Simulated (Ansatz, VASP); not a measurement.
**One calculation of BaOs2, two programs**

```xyz
3
Lattice="3.6298 0.0000 0.0000 -1.8149 3.1435 0.0000 0.0000 0.0000 5.7126" Properties=species:S:1:pos:R:3 pbc="T T T"
Ba    0.0000    0.0000    2.8563
Os    0.0000    0.0000    0.7908
Os    0.0000    0.0000    4.9218
```

Alike in both runs: task single point; functional PBE; k mesh 6 × 6 × 4; occupations gaussian, width 0.1 eV; no spin polarisation.

```csv
,VASP,Ansatz
version,VASP 6.6.1,Ansatz 0.2.0
potentials or method,"VASP PAW PBE potentials, release 64 (Ba_sv, Os)","scalar-relativistic, plane waves, PAW"
plane-wave cutoff (eV),520,420
valence electrons in the cell,26,42
```

Ansatz gave:

* gap on the k mesh at the Fermi level (eV): none
* rms of the force components (eV/Å): 37.587

What did VASP give for the same quantities?

gap on the k mesh at the Fermi level (eV): none; rms of the force components (eV/Å): 15.434.

Atom by atom the forces differ by 22.153 eV/Å (rms over components). A gap of «none» marks a metal or a gap that the smearing closes. One of these differences is far larger than is usual between the two programs; its cause wasn't traced. The functional is the same, so the differences come from potentials, cutoffs and numerics. The two sets of potentials don't hold the same shells in valence.

Caveats: forces of over 1 eV/Å show positions far from the minimum, so gaps and moduli don't describe the material at rest. The runs have no spin-orbit coupling, so splittings on Ba, Os are missing.
